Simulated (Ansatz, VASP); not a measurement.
# Al2O3 (Corundum): VASP beside Ansatz, part 3 of 3

Aim: how closely do two programs agree when they are given the same cell, functional and k mesh? The cell is taken from a series of runs on this material, whose earlier steps may have relaxed, scaled, displaced or heated it; both programs get it as it stands.

VASP 6.6.1 and Ansatz 0.2.0.

So far: The starting structure; VASP: zone-centre phonons, LDA.

## (3) Ansatz: zone-centre phonons, LDA

Level of this step: Ansatz beside VASP: Kohn-Sham DFT, plane waves, LDA (Ansatz).

Ansatz runs on its PAW soft_1 files.

The same cell, functional (in two slightly different forms) and mesh now go to Ansatz.

File input.yaml:

```yaml
crystal:
  lattice:
    - [2.3738104018, 1.3705200745, 4.3133542801]
    - [-2.3738104018, 1.3705200745, 4.3133542801]
    - [0.0, -2.7410401489, 4.3133542801]
  atoms:
    - { symbol: Al, position: [0.3512803665, 0.3512803665, 0.3512803665] }
    - { symbol: Al, position: [0.1487196335, 0.1487196335, 0.1487196335] }
    - { symbol: Al, position: [0.6487196335, 0.6487196335, 0.6487196335] }
    - { symbol: Al, position: [0.8512803665, 0.8512803665, 0.8512803665] }
    - { symbol: O, position: [0.5566389011, 0.9433610989, 0.25] }
    - { symbol: O, position: [0.25, 0.5566389011, 0.9433610989] }
    - { symbol: O, position: [0.9433610989, 0.25, 0.5566389011] }
    - { symbol: O, position: [0.4433610989, 0.0566389011, 0.75] }
    - { symbol: O, position: [0.75, 0.4433610989, 0.0566389011] }
    - { symbol: O, position: [0.0566389011, 0.75, 0.4433610989] }
kpoints:
  mp_grid: { grid: [4, 4, 4] }
hamiltonian:
  xc: lda
  pseudopotentials: { kind: paw, azcp: { folder: soft_1 }, xc_functional: pbe }
scf:
  occupations: { method: fixed }
output:
  eigenvalues: true
basis:
  ecutwfc: 260.0
phonons:
  method: dfpt
  dielectric: true
  rigid_motions: translations
```

The run is started by

```
ansatz run input.yaml --threads 4 --pin off --max-ram 15360MiB --backend cpu --events-out ev --progress --plain --runs-dir out
```

Numbers of over 12 decimals in the logs are rounded to 6 here.

What it wrote:

```text
Warning: basis.ecutwfc = 260 eV is below the records' recommended 420 eV, and the density's cutoff is lower with it unless basis.ecutrho_ratio is high enough to keep the records' density cutoff: compare with a run at a higher cutoff
Engine: ansatz 0.2.0, x86_64-unknown-linux-gnu
Pseudopotentials: kind: paw
Pseudopotential: Al, paw, valence charge 3, recommended cutoff 420 eV (normal), soft_1/Al.paw.azcp
Pseudopotential: O, paw, valence charge 6, recommended cutoff 420 eV (normal), soft_1/O.paw.azcp
Functional definition: SPW92
  exchange = slater_x
  correlation = pw_c
Crystal: 10 atoms, lattice volume = 84.197 Å³
Basis set: ecut = 260 eV, 809 PW (Γ), exchange–correlation on 60×60×60 points (8 copies of the dense FFT grid, shifted against one another)
Bands: 34, of which v1, the nominal top of the filled ones, is band 24 counted from 1 (23 counted from 0)
Symmetry: 12 space group operations
k-points: 36 of 64 (irreducible under 1 space group operation, time reversal used)
Non-local potential: Al, projectors of the file, l = 0: 2, l = 1: 2, l = 2: 1
Non-local potential: O, projectors of the file, l = 0: 2, l = 1: 2, l = 2: 1
PAW form: soft (Blöchl's): semilocal exchange-correlation on the pseudo side does not see the compensation charge
PAW frozen core: Al, regenerated for the run's functional, and the local potential with it (the file was generated under x = pbe(κ = 0.804, μ = 0.219515), c = pbe(β = 0.066725))
PAW frozen core: O, regenerated for the run's functional, and the local potential with it (the file was generated under x = pbe(κ = 0.804, μ = 0.219515), c = pbe(β = 0.066725))
PAW one-centre angular grid: Al, 110 points (default); XC on 64 Gauss nodes
PAW one-centre angular grid: O, 110 points (default); XC on 64 Gauss nodes
Initial density: superposition of atomic densities (chi_scale 0.1, normalization cell, long waves kept (reshape's long-wave potential 0.00 eV rms))
Initial wavefunctions: pseudopotential atomic-orbital guess
Functional: x = slater, c = lda
SCF iter   1: F=—  HF=-5395.956606 eV  |F-HF|=—  |Δ(HF+E_count)|=         —  Δρ=1.02e-1  dr2=8.52e0  ethr=3.10e-3  ⟨swp⟩=4.9  Hψ=4640  notcnv=0  defer=245
preconditioner: auto → Resta (q_TF=auto, 2.484 Å⁻¹)  ε∞=3.3  [insulator: Δε(μ)=7.182 eV  Ē_g=18.395 eV  n_scr=20 (ndim 8)  ℏωp=28.0 eV  f_vac=0.000  ε∞_Penn≈3.3]
SCF iter   2: F=—  HF=-5393.396434 eV  |F-HF|=—  |Δ(HF+E_count)|=    2.56e0  Δρ=4.66e-2  dr2=8.90e-1  ethr=3.10e-3  ⟨swp⟩=2.0  Hψ=2544  notcnv=0  defer=180
SCF iter   3: F=—  HF=-5393.049705 eV  |F-HF|=—  |Δ(HF+E_count)|=   3.47e-1  Δρ=1.83e-2  dr2=1.63e-1  ethr=1.85e-3  ⟨swp⟩=1.2  Hψ=1101  notcnv=0  defer=176
SCF iter   4: F=—  HF=-5392.986685 eV  |F-HF|=—  |Δ(HF+E_count)|=   6.30e-2  Δρ=1.51e-3  dr2=9.77e-4  ethr=3.39e-4  ⟨swp⟩=3.0  Hψ=1723  notcnv=0  defer=285
SCF iter   5: F=—  HF=-5392.986757 eV  |F-HF|=—  |Δ(HF+E_count)|=   7.24e-5  Δρ=1.53e-4  dr2=2.06e-5  ethr=2.03e-6  ⟨swp⟩=2.8  Hψ=1922  notcnv=0  defer=285
SCF iter   6: F=—  HF=-5392.986757 eV  |F-HF|=—  |Δ(HF+E_count)|=   1.14e-7  Δρ=2.78e-5  dr2=7.33e-7  ethr=4.30e-8  ⟨swp⟩=2.0  Hψ=1736  notcnv=0  defer=205
SCF iter   7: F=—  HF=-5392.986757 eV  |F-HF|=—  |Δ(HF+E_count)|=   5.22e-7  Δρ=3.64e-6  dr2=1.31e-8  ethr=1.53e-9  ⟨swp⟩=2.1  Hψ=1893  notcnv=0  defer=170
SCF iter   8: F=—  HF=-5392.986757 eV  |F-HF|=—  |Δ(HF+E_count)|=   1.73e-9  Δρ=4.92e-7  dr2=1.01e-10  ethr=2.73e-11  ⟨swp⟩=2.0  Hψ=1929  notcnv=0  defer=170
SCF iter   9: F=-5392.986757 eV  HF=-5392.986757 eV  |F-HF|=9.09e-13  |Δ(HF+E_count)|=  8.19e-12  Δρ=5.23e-8  dr2=1.31e-12  ethr=1.00e-12  ⟨swp⟩=14.2  Hψ=7698  notcnv=0
SCF 1 converged in 9 iterations: F = -5392.986757 eV  dr2 = 1.31e-12
  greatest PAW one-centre occupation: 0.864 electrons in one spin orbital (limit 2), on the O atom at site 9 (counted from 0), in its partial waves of l = 0
NSCF: frozen V_eff on 6 k-points
DFPT response loops at Γ: preconditioner auto → none (the input reference at scf.mixing.eps_inf says where Resta's filter doesn't serve); β = 0.50; Broyden in place of MSR1
── the response to a field inside a basis, on 4×4×4 k-points: an SCF that follows is theirs, and a resumed run solves both again ──
Bands: 25, of which v1, the nominal top of the filled ones, is band 24 counted from 1 (23 counted from 0)
k-points: 10 of 64
Initial density: handed on by an earlier stage of this run
Initial wavefunctions: pseudopotential atomic-orbital guess (no wavefunctions were taken with the density)
Eigensolver: Dense (10 Hₖ)
SCF iter   1: F=—  HF=-5397.092776 eV  |F-HF|=—  |Δ(HF+E_count)|=         —  Δρ=2.78e-2  dr2=2.02e-1  ethr=1.00e-1
preconditioner: auto → Resta (q_TF=auto, 2.484 Å⁻¹)  ε∞=4.5  [insulator: Δε(μ)=6.667 eV  Ē_g=15.078 eV  n_scr=20 (ndim 8)  ℏωp=28.0 eV  f_vac=0.000  ε∞_Penn≈4.5]
SCF iter   2: F=—  HF=-5397.020714 eV  |F-HF|=—  |Δ(HF+E_count)|=   7.21e-2  Δρ=8.27e-3  dr2=1.32e-2  ethr=4.20e-4
SCF iter   3: F=—  HF=-5397.017497 eV  |F-HF|=—  |Δ(HF+E_count)|=   3.22e-3  Δρ=3.97e-3  dr2=3.30e-3  ethr=2.75e-5
SCF iter   4: F=—  HF=-5397.016513 eV  |F-HF|=—  |Δ(HF+E_count)|=   9.85e-4  Δρ=9.21e-5  dr2=2.46e-6  ethr=6.87e-6
SCF iter   5: F=-5397.016512 eV  HF=-5397.016512 eV  |F-HF|=1.46e-8  |Δ(HF+E_count)|=   1.05e-6  Δρ=1.10e-5  dr2=5.11e-8  ethr=5.12e-9
SCF 1 converged in 5 iterations: F = -5397.016512 eV  dr2 = 5.11e-8
  greatest PAW one-centre occupation: 0.859 electrons in one spin orbital (limit 2), on the O atom at site 9 (counted from 0), in its partial waves of l = 0
DFPT response loops at Γ: mixed as the last ones told, above
SCF converged after 9 iterations
Free energy (F): -5392.986757 eV
Harris-Foulkes:  -5392.986757 eV  (|F-HF|=9.09e-13)
Internal energy: -5392.986757 eV  (E = F + TS)
E sigma→0 (E₀):  -5392.986757 eV
Fermi energy:    7.400629 eV
--- Per-component energies (eV) ---
  E_band       = 52.632992
  E_kinetic    = 1170.320102
  E_local      = -1943.075532  (includes V_loc(G=0)·N_el)
  E_nonlocal   = 333.836196
  E_hartree    = 727.568593
  E_xc         = -593.689123
  E_vxc        = -689.553968  (∫ρ·V_xc dr)
  E_paw        = -2684.041271  (= ΣΔE_a)
  E_vpaw       = -274.059991  (= ΣTr[D̂ρ^β])
  E_aug_tail   = 0.029011  (compensation charges beyond the density's cutoff)
  E_ewald      = -2404.739128
  E_core_change = 0.804395  (= ΣΔE_core)
  E_smearing   = -0.000000  (= −TS)
  E_closure    = -0.000000  (closes the sum)
  Σ components = -5392.986757   (vs F -5392.986757, Δ=0.00e0)
--- Band table (eV; the first three rows and the last of 36) ---
  k-point 0: bands = [... 20 lower, 6.9467, 7.3901, 7.4006, 7.4006, 13.6298, 16.4765, 18.1918, 18.9361, ... 6 higher]
  k-point 1: bands = [... 20 lower, 6.6616, 6.9971, 7.3063, 7.3333, 14.8934, 17.4645, 17.4903, 18.1334, ... 6 higher]
  k-point 2: bands = [... 20 lower, 6.5327, 6.5327, 7.1715, 7.1715, 16.8408, 16.8408, 17.0603, 17.0603, ... 6 higher]
  k-point 35: bands = [... 20 lower, 7.0751, 7.0751, 7.0751, 7.0751, 16.0718, 16.0718, 18.4826, 18.4826, ... 6 higher]
--- Phonons (Γ-DFPT): 5 representative perturbations + reference, on 36 of 64 k-points (Σ response iterations 15) ---
  k mesh reduced under 1 symmetry operation, with k and −k counted as one. Each operation leaves every solved perturbation unchanged. A smaller set is not considered because the run solves the response to a homogeneous field
  ASR residual: 6.068e-6 → 0.000e0 eV/Å²; symmetrization residual: 4.832e-6 eV/Å²
  ASR residual per site (eV/Å²): 4.11e-6 4.11e-6 4.11e-6 4.11e-6 6.07e-6 4.21e-6 4.21e-6 6.07e-6 4.21e-6 4.21e-6
  Γ frequencies (cm⁻¹): 0.00 0.00 0.00 326.83 395.52 395.52 408.12 408.12 409.96 428.39 446.91 446.91 460.50 460.50 469.09 469.09 542.93 588.53 588.53 610.56 610.56 611.24 620.57 651.84 651.84 675.94 714.23 785.51 787.61 787.61
  ε∞ (high-frequency dielectric tensor):
        3.257060    -0.000000    -0.000000
       -0.000000     3.257060    -0.000000
       -0.000000    -0.000000     3.217703
  ε⁰ (static dielectric tensor: ions relaxed, cell fixed):
        8.617493     0.000000    -0.000000
        0.000000     8.617493     0.000000
       -0.000000     0.000000    10.225387
  ε⁰ − ε∞ (ionic part):
        5.360433     0.000000    -0.000000
        0.000000     5.360433     0.000000
       -0.000000     0.000000     7.007684
  softest optical mode at Γ: 326.83 cm⁻¹; the repairs (sum rule, projections) moved no ω² at Γ by more than (1.63 cm⁻¹)²
  Born effective charges Z* (e; rows j = field, columns β = displacement):
    site 0:
         2.95513   -0.03042    0.00000
         0.03042    2.95513   -0.00000
        -0.00000   -0.00000    2.93790
    site 1:
         2.95513    0.03042   -0.00000
        -0.03042    2.95513   -0.00000
         0.00000   -0.00000    2.93790
    site 2:
         2.95513   -0.03042    0.00000
         0.03042    2.95513   -0.00000
        -0.00000   -0.00000    2.93790
    site 3:
         2.95513    0.03042   -0.00000
        -0.03042    2.95513   -0.00000
         0.00000   -0.00000    2.93790
    site 4:
        -2.07023   -0.00000   -0.00000
         0.00000   -1.86994    0.27038
         0.00000    0.35626   -1.95860
    site 5:
[...]
site 6:
[...]
site 7:
[...]
site 8:
[...]
site 9:
[...]
Z* charge neutrality: 7.041e-2 e pre-enforcement
  solved inside a basis spanned on kpoints, on 4×4×4 k-points, its susceptibility summed on 8×8×8: ε∞ is read to err by 3.9e-2, Z* by 3.3e-2 e (field_mesh: kpoints solves on kpoints); Z* is corrected for what the basis lacks
  optical modes at Γ without the LO–TO term, one row a degenerate level:
      ω (cm⁻¹)  modes    IR ((D/Å)²/amu)
[...]
optical modes at Γ + LO–TO along q̂ = [1.0000, 0.0000, 0.0000]:
      ω (cm⁻¹)  modes    IR ((D/Å)²/amu)
[...]
optical modes at Γ + LO–TO along q̂ = [0.0000, 1.0000, 0.0000]:
      ω (cm⁻¹)  modes    IR ((D/Å)²/amu)
[...]
optical modes at Γ + LO–TO along q̂ = [0.0000, 0.0000, 1.0000]:
      ω (cm⁻¹)  modes    IR ((D/Å)²/amu)
[...]
610.56      2            78.5180
        620.57      1             0.0000
        651.84      2             8.7593
        675.94      1             0.0000
        714.23      1             0.0000
        785.51      1             0.0000
        787.61      2             0.0000
        890.00      1            61.4098
```

In the SCF lines HF is the Harris–Foulkes energy and dr2 the Hartree energy of the density residual, in eV; the loop may stop once dr2 is under the threshold and the program's other checks hold. Hψ counts applications of the Hamiltonian.

## (4) Side by side

Known differences besides the potentials themselves: the two LDA forms differ slightly; fixed occupations in Ansatz, narrow Gaussian smearing in VASP; VASP's response is taken on the typed mesh, Ansatz refines its own for the field response alone; the cutoff is 260 eV in Ansatz and 600 eV in VASP; VASP's log shows a relativistic correction to its local exchange, Ansatz's none; Ansatz's log warns that its cutoff lies below the recommended one. Total energies have different zeros and are not compared.

Both answers:

| quantity | Ansatz | VASP | difference |
| --- | --- | --- | --- |
| ε∞ xx | 3.26 | 3.24 | +0.45 % |
| ε∞ yy | 3.26 | 3.24 | +0.45 % |
| ε∞ zz | 3.22 | 3.20 | +0.53 % |
| Born charge of Al1 (mean of the diagonal) (e) | 2.95 | 2.94 | +0.01 |
| Born charge of O5 (mean of the diagonal) (e) | -1.97 | -1.96 | -0.01 |
| optical mode 1 (cm⁻¹) | 326.8 | 309.2 | +5.69 % |
| optical mode 2 to 3 (cm⁻¹) | 395.5 | 372.8 | +6.09 % |
| optical mode 4 to 5 (cm⁻¹) | 408.1 | 385.5 | +5.87 % |
| optical mode 6 (cm⁻¹) | 410.0 | 396.6 | +3.37 % |
| optical mode 7 (cm⁻¹) | 428.4 | 421.4 | +1.67 % |
| optical mode 8 to 9 (cm⁻¹) | 446.9 | 432.8 | +3.27 % |
| optical mode 10 to 11 (cm⁻¹) | 460.5 | 434.6 | +5.95 % |
| optical mode 12 to 13 (cm⁻¹) | 469.1 | 443.2 | +5.84 % |
| optical mode 14 (cm⁻¹) | 542.9 | 522.8 | +3.85 % |
| optical mode 15 to 16 (cm⁻¹) | 588.5 | 568.9 | +3.46 % |
| optical mode 17 to 18 (cm⁻¹) | 610.6 | 569.9 | +7.14 % |
| optical mode 19 (cm⁻¹) | 611.2 | 580.3 | +5.34 % |
| optical mode 20 (cm⁻¹) | 620.6 | 602.8 | +2.95 % |
| optical mode 21 to 22 (cm⁻¹) | 651.8 | 623.5 | +4.55 % |
| optical mode 23 (cm⁻¹) | 675.9 | 635.8 | +6.32 % |
| optical mode 24 (cm⁻¹) | 714.2 | 683.6 | +4.48 % |
| optical mode 25 (cm⁻¹) | 785.5 | 741.5 | +5.94 % |
| optical mode 26 to 27 (cm⁻¹) | 787.6 | 741.9 | +6.16 % |

Modes are paired by rising frequency, not by their patterns, so a pair may set unlike modes beside each other; they are those without the splitting of longitudinal modes.

## (5) What came out

```json
{
 "r.m.s. difference of the optical zone-centre modes, each program's sorted by frequency (zone-centre phonons, LDA)": "28 cm⁻¹",
 "difference in optical mode 17 to 18 (zone-centre phonons, LDA)": "+7.1 %"
}
```

The r.m.s. difference of the optical zone-centre modes, each program's sorted by frequency is 28 cm⁻¹ (zone-centre phonons, LDA). Among the rows given in per cent, the largest difference of the zone-centre phonons, LDA pair is in optical mode 17 to 18, +7.1 %. What causes the difference of the zone-centre phonons, LDA pair stays open here; Ansatz's own log doubts the convergence of this run. Such differences can come from data sets, numerical settings and the points named under the comparisons, not from the functional's error against experiment.

[Lines on the potential files, build, host, timing and source positions are cut from VASP's logs without a mark.]

[Logs are printed without paths, hosts, clocks, repeated set-up lines and the standing remarks that a program may print on its own settings, such as how far it seeks lower states.]

[Hosts, paths, dates, database ids (printed as entryN), source tags and the programs' standing remarks are cut or masked in the printed files.]
